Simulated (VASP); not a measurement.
These are TPSS meta-GGA, VASP's PBE PAW potentials (set 64) (plane waves; VASP 6.6.1) values and carry that method's errors.

Input for VASP

### POSCAR
```
SrTiO3
1
    3.9276457940     0.0000000000     0.0000000000
    0.0000000000     3.9276457940     0.0000000000
    0.0000000000     0.0000000000     3.9276457940
Sr Ti O
1 1 3
Direct
  0.0000000000   0.0000000000   0.0000000000
  0.5000000000   0.5000000000   0.5000000000
  0.5000000000   0.0000000000   0.5000000000
  0.0000000000   0.5000000000   0.5000000000
  0.5000000000   0.5000000000   0.0000000000
```

KPOINTS:
```
Automatic
0
G
 6 6 6
0 0 0
```

**INCAR**
```
METAGGA  =  TPSS
SYSTEM  =  SrTiO3
ISIF  =  2   # forces and stress, cell fixed
ALGO  =  Normal
LASPH  =  .TRUE.   # aspherical one-centre terms
NELM  =  100
LWAVE  =  .FALSE.
LREAL  =  .FALSE.   # projection in real space or not
LMAXMIX  =  4
SIGMA  =  0.05   # width (eV)
LMIXTAU  =  .TRUE.
PREC  =  Accurate
ENCUT  =  520
LCHARG  =  .FALSE.
ISMEAR  =  0
EDIFF  =  1E-7   # SCF stop (eV)
```

POTCAR, in this order: Sr_sv Ti_sv O (PBE.64 set). Program: vasp_std.

Output of the run:

File OUTCAR:
```
 ion  position               nearest neighbor table
   1  0.000  0.000  0.000-   3 2.78   4 2.78   5 2.78   3 2.78   4 2.78   4 2.78   5 2.78   4 2.78
                             3 2.78   5 2.78   3 2.78   5 2.78   2 3.40   2 3.40   2 3.40   2 3.40
   2  0.500  0.500  0.500-   3 1.96   4 1.96   5 1.96   5 1.96   3 1.96   4 1.96   1 3.40   1 3.40
                             1 3.40   1 3.40   1 3.40   1 3.40   1 3.40   1 3.40
   3  0.500  0.000  0.500-   2 1.96   2 1.96   1 2.78   1 2.78   1 2.78   1 2.78
   4  0.000  0.500  0.500-   2 1.96   2 1.96   1 2.78   1 2.78   1 2.78   1 2.78
   5  0.500  0.500  0.000-   2 1.96   2 1.96   1 2.78   1 2.78   1 2.78   1 2.78
  LATTYP: Found a simple cubic cell.
 ALAT       =     3.9276457940
 Subroutine PRICEL returns:
 Original cell was already a primitive cell.
 Subroutine GETGRP returns: Found 48 space group operations
The static configuration has the point symmetry O_h .
The dynamic configuration has the point symmetry O_h .
 Subroutine INISYM returns: Found 48 space group operations
 Subroutine IBZKPT returns following result:
 Found     20 irreducible k-points:

 Following reciprocal coordinates:
            Coordinates               Weight
  0.000000  0.000000  0.000000      1.000000
  0.166667  0.000000  0.000000      6.000000
  0.333333  0.000000  0.000000      6.000000
  0.500000  0.000000  0.000000      3.000000
...
```

OSZICAR:
```
       N       E                     dE             d eps       ncg     rms          rms(c)
DAV:   1     0.453624883809E+03    0.45362E+03   -0.22234E+04   960   0.191E+03
DAV:   2     0.226065914491E+02   -0.43102E+03   -0.42543E+03  1040   0.510E+02
DAV:   3    -0.304584031865E+02   -0.53065E+02   -0.51039E+02  1608   0.156E+02
DAV:   4    -0.329968434126E+02   -0.25384E+01   -0.25358E+01  1240   0.315E+01
DAV:   5    -0.330899226810E+02   -0.93079E-01   -0.93077E-01  1456   0.470E+00    0.905E+01
DAV:   6    -0.680673341808E+02   -0.34977E+02   -0.27141E+02  1296   0.159E+02    0.323E+01
DAV:   7    -0.628011423792E+02    0.52662E+01   -0.26198E+01  1448   0.493E+01    0.149E+01
DAV:   8    -0.627981874859E+02    0.29549E-02   -0.23224E+00  1176   0.108E+01    0.879E+00
DAV:   9    -0.628235150460E+02   -0.25328E-01   -0.46762E-01  1288   0.476E+00    0.502E+00
DAV:  10    -0.625399317841E+02    0.28358E+00   -0.34628E-01  1176   0.490E+00    0.240E+00
DAV:  11    -0.627917529443E+02   -0.25182E+00   -0.91801E-01  1056   0.715E+00    0.871E-01
DAV:  12    -0.628047807419E+02   -0.13028E-01   -0.25119E-02  1304   0.136E+00    0.809E-01
DAV:  13    -0.628281598611E+02   -0.23379E-01   -0.27997E-02  1016   0.103E+00    0.394E-01
DAV:  14    -0.628420030599E+02   -0.13843E-01   -0.13968E-02  1312   0.749E-01    0.212E-01
DAV:  15    -0.628426643348E+02   -0.66127E-03   -0.46624E-04  1312   0.174E-01    0.192E-01
DAV:  16    -0.628433604713E+02   -0.69614E-03   -0.49771E-04  1000   0.171E-01    0.932E-02
DAV:  17    -0.628437087009E+02   -0.34823E-03   -0.70220E-04  1376   0.255E-01    0.816E-02
DAV:  18    -0.628437207780E+02   -0.12077E-04   -0.76717E-05  1128   0.957E-02    0.311E-02
DAV:  19    -0.628437155212E+02    0.52568E-05   -0.30529E-05  1448   0.446E-02    0.324E-02
DAV:  20    -0.628437277932E+02   -0.12272E-04   -0.34725E-05  1240   0.422E-02    0.385E-02
DAV:  21    -0.628437289033E+02   -0.11101E-05   -0.47191E-06  1224   0.194E-02    0.269E-02
DAV:  22    -0.628437285753E+02    0.32801E-06   -0.16261E-06  1584   0.111E-02    0.171E-02
DAV:  23    -0.628437289174E+02   -0.34213E-06   -0.31756E-07   792   0.576E-03    0.134E-02
DAV:  24    -0.628437289607E+02   -0.43219E-07   -0.21236E-07   728   0.376E-03
   1 F= -.62843729E+02 E0= -.62843729E+02  d E =-.139823E-20
```

OUTCAR:
```
------------------------ aborting loop because EDIFF is reached ----------------------------------------
  FORCE on cell =-STRESS in cart. coord.  units (eV):
  Direction    XX          YY          ZZ          XY          YZ          ZX
  --------------------------------------------------------------------------------------
  Total        0.0219185      0.0219185      0.0219185     -0.0000000      0.0000000     -0.0000000
  in kB        0.5795935      0.5795935      0.5795935     -0.0000000      0.0000000     -0.0000000
  external PRESSURE =       0.5795935 kB  Pullay stress =       0.0000000 kB
  volume of cell :       60.59
      direct lattice vectors                 reciprocal lattice vectors
     3.927645794  0.000000000  0.000000000     0.254605444  0.000000000  0.000000000
     0.000000000  3.927645794  0.000000000     0.000000000  0.254605444  0.000000000
     0.000000000  0.000000000  3.927645794     0.000000000  0.000000000  0.254605444
 POSITION                                       TOTAL-FORCE (eV/Angst)
 -----------------------------------------------------------------------------------
      0.00000      0.00000      0.00000         0.000000      0.000000      0.000000
      1.96382      1.96382      1.96382         0.000000      0.000000      0.000000
      1.96382      0.00000      1.96382         0.000000      0.000000      0.000000
      0.00000      1.96382      1.96382         0.000000      0.000000      0.000000
      1.96382      1.96382      0.00000         0.000000      0.000000      0.000000
 -----------------------------------------------------------------------------------
    total drift:                                0.000000      0.000000     -0.000000
  FREE ENERGIE OF THE ION-ELECTRON SYSTEM (eV)
  ---------------------------------------------------
  free  energy   TOTEN  =       -62.8437289607 eV

  energy  without entropy=      -62.8437289607  energy(sigma->0) =      -62.84372896
```
(Selected blocks of OUTCAR.)

The compound is SrTiO3 in the cubic perovskite structure, the ideal cubic form; the compound distorts at low or room temperature. It was relaxed first.
